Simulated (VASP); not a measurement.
## Cl3Ga: single point with PBE

Cl3Ga, in a box:

```
Cl Ga
1.0
    11.00000    0.00000    0.00000
     0.00000   13.00000    0.00000
     0.00000    0.00000   13.00000
Cl Ga
3 1
Cartesian
  6.3137 7.1008 8.0633
  5.3567 4.7344 5.4442
  4.7123 8.3077 5.0047
  5.4608 6.7143 6.1707
```

```yaml
Program: VASP 6.6.1
Task: single point
Functional: PBE
Potentials_or_basis: VASP PAW PBE potentials, release 64 (Cl, Ga_d)
Cutoff: 520 eV
k_mesh: 1 × 1 × 1
Occupations: gaussian, width 0.01 eV
Spin: no spin polarisation
```

| Quantity | Value |
| --- | --- |
| Largest force | 0.136 eV/Å |
| Gap between the frontier levels | 4.92 eV |

Forces on the atoms (eV/Å):
```
Cl   0.055  0.025  0.122
Cl  -0.007 -0.127 -0.047
Cl  -0.049  0.103 -0.075
Ga   0.001  0.000 -0.001
```

Levels at points of the mesh, in eV from the valence-band top:
```csv
k point,band 14,band 15,band 16,band 17,band 18,band 19,band 20,band 21
"(0.00, 0.00, 0.00)",-0.31,-0.31,-0.31,0.00,4.92,5.69,7.54,8.10
```

Run time: 110 s on 1 thread of Intel(R) Xeon(R) 6975P-C (Granite Rapids), with other jobs on the host, peak memory 1.3 GiB.

As with any semilocal functional, this PBE gap is likely too small.
